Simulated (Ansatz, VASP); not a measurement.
# Zn (Zinc) in two plane-wave programs

Wanted: the spread between two codes on one cell, functional and k mesh. The cell is taken from a series of runs on this material, whose earlier steps may have relaxed, scaled, displaced or heated it; both programs get it as it stands.

Method: plane waves, with VASP 6.6.1 beside it; zone-centre phonons at LDA, in Ansatz 0.2.0.

**1. The structure**

The structure is hexagonal, space group P6_3/mmc (No. 194). The conventional cell has a = 2.601 Å, b = 2.601 Å, c = 4.712 Å, α = 90.00°, β = 90.00°, γ = 120.00°. Nearest to Zn lie 12 Zn at 2.60 to 2.79 Å.

As a file:

```cif
data_structure
_symmetry_space_group_name_H-M 'P 1'
_symmetry_Int_Tables_number 1
_cell_length_a 2.6013
_cell_length_b 2.6013
_cell_length_c 4.7119
_cell_angle_alpha 90.000
_cell_angle_beta 90.000
_cell_angle_gamma 120.000
_cell_volume 27.61
loop_
_atom_site_label
_atom_site_type_symbol
_atom_site_fract_x
_atom_site_fract_y
_atom_site_fract_z
_atom_site_occupancy
Zn1 Zn 0.33333 0.66667 0.25000 1
Zn2 Zn 0.66667 0.33333 0.75000 1
```

**2. Ansatz: zone-centre phonons, LDA**

Ansatz runs on its PAW soft_1 files.

Second derivatives magnify differences that forces hide, and they need a tight electronic threshold.

File input.yaml:

```yaml
crystal:
  lattice:
    - [2.6013321333, 0.0, 0.0]
    - [-1.3006660667, 2.2528197111, 0.0]
    - [0.0, 0.0, 4.7118706237]
  atoms:
    - { symbol: Zn, position: [0.3333333333, 0.6666666667, 0.25] }
    - { symbol: Zn, position: [0.6666666667, 0.3333333333, 0.75] }
kpoints:
  mp_grid: { grid: [18, 18, 10] }
hamiltonian:
  xc: lda
  pseudopotentials: { kind: paw, azcp: { folder: soft_1 }, xc_functional: pbe }
scf:
  occupations: { method: methfessel_paxton, width: 0.2 }
output:
  eigenvalues: true
phonons:
  method: dfpt
```

Launch:

```console
$ ansatz run input.yaml --threads 4 --pin off --max-ram 10240MiB --backend cpu --events-out ev --progress --plain --runs-dir out
```

Numbers of over 12 decimals in the logs are rounded to 6 here.

The program printed:

```text
zone centre: on kpoints.mp_grid the ground state, and the responses unless they are solved on pairs of k-points, stand on 546 of the mesh's 3240 k-points, reduced under 4 symmetry operations, with k and −k counted as one. Each operation leaves every solved displacement unchanged or reverses it
Engine: ansatz 0.2.0, aarch64-unknown-linux-gnu
Pseudopotentials: kind: paw
Pseudopotential: Zn, paw, valence charge 12, recommended cutoff 420 eV (normal), soft_1/Zn.paw.azcp
Functional definition: SPW92
  exchange = slater_x
  correlation = pw_c
Crystal: 2 atoms, lattice volume = 27.613 Å³
Basis set: ecut = 420 eV, 549 PW (Γ), exchange–correlation on 36×36×64 points (8 copies of the dense FFT grid, shifted against one another)
Bands: 16, of which v1, the nominal top of the filled ones, is band 12 counted from 1 (11 counted from 0)
Symmetry: 24 space group operations
k-points: 546 of 3240 (irreducible under 4 space group operations, time reversal used)
Non-local potential: Zn, projectors of the file, l = 0: 2, l = 1: 2, l = 2: 3, l = 3: 1
PAW form: soft (Blöchl's): semilocal exchange-correlation on the pseudo side does not see the compensation charge
PAW frozen core: Zn, regenerated for the run's functional, and the local potential with it (the file was generated under x = pbe(κ = 0.804, μ = 0.219515), c = pbe(β = 0.066725))
PAW one-centre angular grid: Zn, 590 points (default); XC on 64 Gauss nodes
Initial density: superposition of atomic densities (chi_scale 0.1, normalization cell)
Initial wavefunctions: pseudopotential atomic-orbital guess
Functional: x = slater, c = lda
SCF iter   1: F=—  HF=-6492.832481 eV  |F-HF|=—  |Δ(HF+E_count)|=         —  Δρ=7.10e-2  dr2=1.01e0  ethr=3.10e-3  ⟨swp⟩=5.8  Hψ=51794  notcnv=0
preconditioner: auto → none  [metal: Δε(μ)=0.031 eV  Ē_g=12.971 eV  σ=0.200 eV  W_gap=0.13  n_scr=2 (ndim 8)  ℏωp=34.6 eV  f_vac=0.000  D(μ)=0.42/eV (n_scr^D=2)  sad-step TF]
SCF iter   2: F=—  HF=-6492.574386 eV  |F-HF|=—  |Δ(HF+E_count)|=   2.58e-1  S|Δr|=    0.00e0  Δρ=2.38e-2  dr2=7.28e-2  ethr=3.10e-3  ⟨swp⟩=2.0  Hψ=21551  notcnv=0  defer=7
SCF iter   3: F=—  HF=-6492.517297 eV  |F-HF|=—  |Δ(HF+E_count)|=   5.71e-2  S|Δr|=    0.00e0  Δρ=1.05e-2  dr2=2.13e-2  ethr=3.03e-4  ⟨swp⟩=2.0  Hψ=20130  notcnv=0  defer=7
SCF iter   4: F=—  HF=-6492.514695 eV  |F-HF|=—  |Δ(HF+E_count)|=   2.60e-3  S|Δr|=    0.00e0  Δρ=5.32e-3  dr2=2.31e-3  ethr=8.89e-5  ⟨swp⟩=2.0  Hψ=14452  notcnv=0  defer=7
SCF iter   5: F=—  HF=-6492.515792 eV  |F-HF|=—  |Δ(HF+E_count)|=   1.10e-3  S|Δr|=    0.00e0  Δρ=6.49e-4  dr2=3.30e-5  ethr=9.63e-6  ⟨swp⟩=2.0  Hψ=15334  notcnv=0  defer=7
SCF iter   6: F=—  HF=-6492.515807 eV  |F-HF|=—  |Δ(HF+E_count)|=   1.50e-5  S|Δr|=    0.00e0  Δρ=6.42e-5  dr2=3.32e-7  ethr=1.37e-7  ⟨swp⟩=2.0  Hψ=15258  notcnv=0  defer=7
SCF iter   7: F=—  HF=-6492.515807 eV  |F-HF|=—  |Δ(HF+E_count)|=   4.06e-9  S|Δr|=    0.00e0  Δρ=2.64e-6  dr2=7.75e-10  ethr=1.39e-9  ⟨swp⟩=2.0  Hψ=15174  notcnv=0  defer=7
SCF iter   8: F=-6492.515807 eV  HF=-6492.515807 eV  |F-HF|=0.00e0  |Δ(HF+E_count)|=  2.53e-10  S|Δr|=    0.00e0  Δρ=1.29e-7  dr2=1.40e-12  ethr=1.00e-12  ⟨swp⟩=5.4  Hψ=52961  notcnv=0
SCF 1 converged in 8 iterations: F = -6492.515807 eV  dr2 = 1.40e-12
  greatest PAW one-centre occupation: 0.981 electrons in one spin orbital (limit 2), on the Zn atom at site 1 (counted from 0), in its partial waves of l = 2
DFPT response loops at Γ: preconditioner auto → Kerker (q_TF=auto, 2.665 Å⁻¹) (partly filled bands, converged f_vac=0.000); β = 1.00, the filter's whole step (`scf.mixing.beta` (0.50) is not read by the response loops under this deck's `scf.mixing.preconditioner`; to damp them name `kerker` or `kerker_dos`, under which they read `scf.mixing.beta`, and type it under 1.00, their step now; both keys bind the ground state too); Broyden in place of MSR1
SCF converged after 8 iterations
Stability not checked: this state was not tested for a lower state beside it, because cold or Methfessel-Paxton smearing, or corrected tetrahedra, fill the levels in a way that the test cannot read (fill_not_monotonic; see scf.lower_state_search)
Free energy (F): -6492.515807 eV
Harris-Foulkes:  -6492.515807 eV  (|F-HF|=0.00e0)
Internal energy: -6492.516505 eV  (E = F + TS)
E sigma→0 (E₀):  -6492.515982 eV
Entropy (-TS):   0.000698 eV (0.349 meV/atom)
Fermi energy:    12.173513 eV
--- Per-component energies (eV) ---
  E_band       = 115.458109
  E_kinetic    = 298.596924
  E_local      = -3394.457445  (includes V_loc(G=0)·N_el)
  E_nonlocal   = 1637.177592
  E_hartree    = 1258.918500
  E_xc         = -157.654698
  E_vxc        = -106.015679  (∫ρ·V_xc dr)
  E_paw        = -3645.965203  (= ΣΔE_a)
  E_vpaw       = -837.679740  (= ΣTr[D̂ρ^β])
  E_aug_tail   = -0.000520  (compensation charges beyond the density's cutoff)
  E_ewald      = -2492.245943
  E_core_change = 3.114287  (= ΣΔE_core)
  E_smearing   = 0.000698  (= −TS)
  E_closure    = 0.000000  (closes the sum)
  Σ components = -6492.515807   (vs F -6492.515807, Δ=0.00e0)
--- Band table (eV; the first three rows and the last of 546) ---
  k-point 0: bands = [... 8 lower, 4.5473, 4.8301, 4.8301, 8.1236, 9.3981, 27.3104, 30.0509, 30.0509]
  k-point 1: bands = [... 8 lower, 4.5578, 4.8257, 4.8257, 7.2844, 10.3824, 26.0590, 30.1192, 30.1192]
  k-point 2: bands = [... 8 lower, 4.5865, 4.8123, 4.8123, 6.1740, 11.9351, 23.9228, 30.3206, 30.3206]
  k-point 545: bands = [... 8 lower, 4.8989, 4.8989, 9.1849, 9.1849, 16.1155, 16.1155, 17.7345, 17.7345]
--- Phonons (Γ-DFPT): 2 representative perturbations + reference, on 546 of 3240 k-points (Σ response iterations 7) ---
  k mesh reduced under 4 symmetry operations, with k and −k counted as one. Each operation leaves every solved displacement unchanged or reverses it
  ASR residual: 1.579e-5 → 0.000e0 eV/Å²; symmetrization residual: 2.737e-10 eV/Å²
  ASR residual per site (eV/Å²): 1.58e-5 1.58e-5
  Γ frequencies (cm⁻¹): 0.00 0.00 0.00 78.01 78.01 159.58
  non-analytic LO–TO correction: not included (Born effective charges unavailable; polar crystals: no LO–TO splitting at Γ)
```

**3. VASP: zone-centre phonons, LDA**

The same cell, functional (in two slightly different forms), mesh and smearing now go to VASP, with its own data sets.

Lines of VASP's logs that name or quote its potential files are left out, and so is its time.

File INCAR:

```
SYSTEM = Zn
PREC = Accurate
ENCUT = 500
EDIFF = 1E-08
NELM = 120
ISMEAR = 1
SIGMA = 0.2
LREAL = .FALSE.
ALGO = Normal
GGA = CA
NBANDS = 18
LORBIT = 11
LWAVE = .FALSE.
LCHARG = .FALSE.
ISIF = 2
IBRION = 8
LASPH = .TRUE.
GGA_COMPAT = .FALSE.
KPAR = 2
```

File POSCAR:

```
Zn
1.0
    2.6013321333      0.0000000000      0.0000000000
   -1.3006660667      2.2528197111      0.0000000000
    0.0000000000      0.0000000000      4.7118706237
Zn
2
Direct
    0.3333333333      0.6666666667      0.2500000000
    0.6666666667      0.3333333333      0.7500000000
```

File KPOINTS:

```
Automatic mesh
0
Gamma
18 18 10
0 0 0
```

Potentials, in the order of the species: Zn (LDA family, release 64).

Launch:

```console
$ mpirun -np 2 vasp_std
```

The program printed:

```text
[banner, memory and clock lines left out]
running    2 mpi-ranks, on    1 nodes
 distrk:  each k-point on    1 cores,    2 groups
 distr:  one band on    1 cores,    1 groups

 POSCAR found type information on POSCAR Zn
 POSCAR found :  1 types and       2 ions
 LDA part: xc-table for (Slater(with rela. corr.)+CA(PZ))
 , standard interpolation
 POSCAR, INCAR and KPOINTS ok, starting setup
 FFT: planning ... GRIDC
 FFT: planning ... GRID_SOFT
 FFT: planning ... GRID
 WAVECAR not read
 entering main loop
       N       E                     dE             d eps       ncg     rms          rms(c)
DAV:   1     0.105546693742E+03    0.10555E+03   -0.12235E+04  8248   0.212E+03
DAV:   2     0.215432253437E+00   -0.10533E+03   -0.10235E+03  8026   0.296E+02
DAV:   3    -0.403567302554E+01   -0.42511E+01   -0.42320E+01  8916   0.683E+01
DAV:   4    -0.405828662319E+01   -0.22614E-01   -0.22608E-01  8878   0.505E+00
DAV:   5    -0.405831678341E+01   -0.30160E-04   -0.30160E-04  8588   0.165E-01    0.496E+00
DAV:   6    -0.377610640453E+01    0.28221E+00   -0.11018E+00  8642   0.233E+01    0.353E+00
DAV:   7    -0.375512528969E+01    0.20981E-01   -0.44755E-02 10138   0.378E+00    0.178E+00
DAV:   8    -0.374552762014E+01    0.95977E-02   -0.29763E-03 10964   0.770E-01    0.521E-02
DAV:   9    -0.374549253798E+01    0.35082E-04   -0.25470E-04 10370   0.195E-01    0.298E-02
DAV:  10    -0.374549627545E+01   -0.37375E-05   -0.17635E-05  8614   0.367E-02    0.239E-03
DAV:  11    -0.374549627188E+01    0.35657E-08   -0.68719E-07  8836   0.119E-02    0.196E-03
DAV:  12    -0.374549627224E+01   -0.36380E-09   -0.93489E-09  6446   0.107E-03
   1 F= -.37454963E+01 E0= -.37457151E+01  d E =0.656427E-03
 Linear response reoptimize wavefunctions to high precision
DAV:   1    -0.374549626666E+01    0.55838E-08   -0.18384E-08  8202   0.277E-03
DAV:   2    -0.374549626670E+01   -0.41382E-10   -0.34477E-10  4534   0.172E-04
 Linear response DOF=           2
 Linear response progress:
  Degree of freedom:   1/  2
       N       E                     dE             d eps       ncg     rms          rms(c)
RMM:   1    -0.201430719187E+00   -0.20143E+00   -0.38490E-03 48309   0.186E+00
RMM:   2    -0.201053489432E+00    0.37723E-03   -0.77518E-04 51286   0.317E-01    0.493E-02
RMM:   3    -0.200694381641E+00    0.35911E-03   -0.49216E-05 62861   0.566E-02    0.276E-02
RMM:   4    -0.200334495926E+00    0.35989E-03   -0.40285E-05 61439   0.490E-02    0.255E-03
RMM:   5    -0.200348119458E+00   -0.13624E-04   -0.63922E-07 64864   0.515E-03    0.130E-03
RMM:   6    -0.200347934988E+00    0.18447E-06   -0.44872E-08 64952   0.132E-03    0.145E-04
RMM:   7    -0.200348620633E+00   -0.68565E-06   -0.26466E-09 64646   0.352E-04    0.436E-05
RMM:   8    -0.200348174171E+00    0.44646E-06    0.34440E-10 65535   0.108E-04    0.677E-06
RMM:   9    -0.200348062408E+00    0.11176E-06    0.61141E-10 64616   0.486E-05    0.194E-06
RMM:  10    -0.200348074918E+00   -0.12510E-07    0.41335E-10 54449   0.302E-05    0.454E-07
RMM:  11    -0.200348079799E+00   -0.48811E-08   -0.10163E-11 40342   0.259E-05    0.238E-07
 first order change of Fermi-energy  -0.14623E-04
 force on displaced ion       1 direction 1 :  -0.753   0.000   0.000
 Linear response progress:
  Degree of freedom:   2/  2
       N       E                     dE             d eps       ncg     rms          rms(c)
RMM:   1    -0.225880604407E+00   -0.22588E+00   -0.74312E-03 16596   0.212E+00
RMM:   2    -0.222561587882E+00    0.33190E-02   -0.13789E-03 16603   0.569E-01    0.522E-02
RMM:   3    -0.222556482354E+00    0.51055E-05   -0.12399E-04 21114   0.816E-02    0.299E-02
RMM:   4    -0.222471078334E+00    0.85404E-04   -0.60296E-05 20921   0.338E-02    0.431E-03
RMM:   5    -0.222464884153E+00    0.61942E-05   -0.11204E-05 21652   0.585E-03    0.147E-03
RMM:   6    -0.222467568956E+00   -0.26848E-05   -0.37435E-06 21752   0.167E-03    0.265E-04
RMM:   7    -0.222468344917E+00   -0.77596E-06   -0.69497E-07 20654   0.553E-04    0.655E-05
RMM:   8    -0.222468156460E+00    0.18846E-06   -0.32414E-07 19775   0.176E-04    0.355E-05
RMM:   9    -0.222467677908E+00    0.47855E-06   -0.11799E-07 21865   0.800E-05    0.472E-06
RMM:  10    -0.222467708490E+00   -0.30582E-07   -0.52296E-08 21687   0.387E-05    0.147E-06
RMM:  11    -0.222467701591E+00    0.68996E-08   -0.25340E-08 16952   0.290E-05    0.518E-07
 first order change of Fermi-energy  -0.18711E-04
 force on displaced ion       1 direction 3 :  -0.000  -0.000  -3.142
 Linear response finished
```

OUTCAR, selected parts (step 3):

```text
ion  position               nearest neighbor table
   1  0.333  0.667  0.250-   2 2.79   2 2.79   2 2.79   2 2.79   2 2.79   2 2.79
   2  0.667  0.333  0.750-   1 2.79   1 2.79   1 2.79   1 2.79   1 2.79   1 2.79

  LATTYP: Found a hexagonal cell.
 ALAT       =     2.6013321333
 C/A-ratio  =     1.8113298811

 Subroutine GETGRP returns: Found 24 space group operations
 (whereof 12 operations were pure point group operations)

The static configuration has the point symmetry D_3d.
 The point group associated with its full space group is D_6h.

 Found    222 irreducible k-points:

   k-points           NKPTS =    222   k-points in BZ     NKDIM =    222   number of bands    NBANDS=     18

   dimension x,y,z NGX =    20 NGY =   20 NGZ =   36
   dimension x,y,z NGXF=    40 NGYF=   40 NGZF=   72

   ENCUT  =  500.0 eV  36.75 Ry    6.06 a.u.   4.74  4.74  8.59*2*pi/ulx,y,z

   NELECT =      24.0000    total number of electrons

 k-points in reciprocal lattice and weights: Automatic mesh
   0.00000000  0.00000000  0.00000000       0.000
   0.05555556  0.00000000  0.00000000       0.002
   0.11111111  0.00000000  0.00000000       0.002
   0.16666667  0.00000000  0.00000000       0.002
   0.22222222  0.00000000  0.00000000       0.002
   0.27777778  0.00000000  0.00000000       0.002
   0.33333333  0.00000000  0.00000000       0.002
   0.38888889  0.00000000  0.00000000       0.002
   0.44444444  0.00000000  0.00000000       0.002
[...]
0.33333333  0.27777778  0.50000000       0.004
   0.33333333  0.33333333  0.50000000       0.001

 average (electrostatic) potential at core
       1 -37.5483       2 -37.5483

  Total       -0.4368454     -0.4368454      0.0941405      0.0000000     -0.0000000      0.0000000
  in kB      -25.3467781    -25.3467781      5.4622501      0.0000000     -0.0000000      0.0000000
  external PRESSURE =     -15.0771020 kB  Pullay stress =       0.0000000 kB

  energy-cutoff  :      500.00
  volume of cell :       27.61
      direct lattice vectors                 reciprocal lattice vectors
     2.601332133  0.000000000  0.000000000     0.384418424  0.221944081  0.000000000
    -1.300666067  2.252819711  0.000000000     0.000000000  0.443888162  0.000000000
     0.000000000  0.000000000  4.711870624     0.000000000  0.000000000  0.212229936

 POSITION                                       TOTAL-FORCE (eV/Angst)
 -----------------------------------------------------------------------------------
     -0.00000      1.50188      1.17797        -0.000000     -0.000000      0.000000
      1.30067      0.75094      3.53390         0.000000      0.000000      0.000000
 -----------------------------------------------------------------------------------
    total drift:                               -0.000000      0.000000      0.000000

 Eigenvectors and eigenvalues of the dynamical matrix
 ----------------------------------------------------

   1 f  =    4.846509 THz    30.451515 2PiTHz  161.662145 cm-1    20.043542 meV
             X         Y         Z           dx          dy          dz
     -0.000000  1.501880  1.177968    -0.000000    0.000000    0.707107
      1.300666  0.750940  3.533903     0.000000   -0.000000   -0.707107

   2 f  =    2.371871 THz    14.902903 2PiTHz   79.117089 cm-1     9.809264 meV
             X         Y         Z           dx          dy          dz
     -0.000000  1.501880  1.177968     0.580545   -0.403693   -0.000000
      1.300666  0.750940  3.533903    -0.580545    0.403693   -0.000000

   3 f  =    2.371871 THz    14.902903 2PiTHz   79.117089 cm-1     9.809264 meV
             X         Y         Z           dx          dy          dz
     -0.000000  1.501880  1.177968     0.403693    0.580545    0.000000
      1.300666  0.750940  3.533903    -0.403693   -0.580545    0.000000

   4 f  =    0.000000 THz     0.000000 2PiTHz    0.000002 cm-1     0.000000 meV
             X         Y         Z           dx          dy          dz
     -0.000000  1.501880  1.177968    -0.010021   -0.342879    0.618331
      1.300666  0.750940  3.533903    -0.010021   -0.342879    0.618331

   5 f/i=    0.000000 THz     0.000000 2PiTHz    0.000001 cm-1     0.000000 meV
             X         Y         Z           dx          dy          dz
     -0.000000  1.501880  1.177968     0.306263    0.555262    0.312870
      1.300666  0.750940  3.533903     0.306263    0.555262    0.312870

   6 f/i=    0.000000 THz     0.000000 2PiTHz    0.000001 cm-1     0.000000 meV
             X         Y         Z           dx          dy          dz
     -0.000000  1.501880  1.177968     0.637262   -0.272246   -0.140639
      1.300666  0.750940  3.533903     0.637262   -0.272246   -0.140639

 ELASTIC MODULI CONTR FROM IONIC RELAXATION (kBar)
 Direction    XX          YY          ZZ          XY          YZ          ZX
 --------------------------------------------------------------------------------
 XX          -3.2626      3.2626      0.0000      0.0000      0.0000     -0.0000
 YY           3.2626     -3.2626      0.0000      0.0000     -0.0000      0.0000
 ZZ           0.0000      0.0000     -0.0000     -0.0000      0.0000     -0.0000
 XY           0.0000      0.0000     -0.0000     -3.2626     -0.0000      0.0000
 YZ           0.0000     -0.0000      0.0000     -0.0000     -0.0000      0.0000
 ZX          -0.0000      0.0000     -0.0000      0.0000      0.0000     -0.0000
 --------------------------------------------------------------------------------
```

**4. Differences**

Known differences besides the potentials themselves: the two LDA forms differ slightly; the cutoff is 420 eV in Ansatz and 500 eV in VASP; VASP's log shows a relativistic correction to its local exchange, Ansatz's none. Total energies have different zeros and are not compared.

Compared:

```
                  quantity  Ansatz   VASP  difference
optical mode 1 to 2 (cm⁻¹)    78.0   79.1     -1.40 %
     optical mode 3 (cm⁻¹)   159.6  161.7     -1.29 %
```

Modes are paired by rising frequency, not by their patterns, so a pair may set unlike modes beside each other; they are those without the splitting of longitudinal modes.

**5. Results**

```json
{"r.m.s. difference of the optical zone-centre modes, each program's sorted by frequency (zone-centre phonons, LDA)": "1.5 cm⁻¹", "difference in optical mode 1 to 2 (zone-centre phonons, LDA)": "-1.4 %"}
```

The r.m.s. difference of the optical zone-centre modes, each program's sorted by frequency is 1.5 cm⁻¹ (zone-centre phonons, LDA). Among the rows given in per cent, the largest difference of the zone-centre phonons, LDA pair is in optical mode 1 to 2, -1.4 %. Such differences can come from data sets, numerical settings and the points named under the comparisons, not from the functional's error against experiment.

[Lines on the potential files, build, host, timing and source positions are cut from VASP's logs without a mark.]

[Logs are printed without paths, hosts, clocks, repeated set-up lines and the standing remarks that a program may print on its own settings, such as how far it seeks lower states.]

[Hosts, paths, dates, database ids (printed as entryN), source tags and the programs' standing remarks are cut or masked in the printed files.]
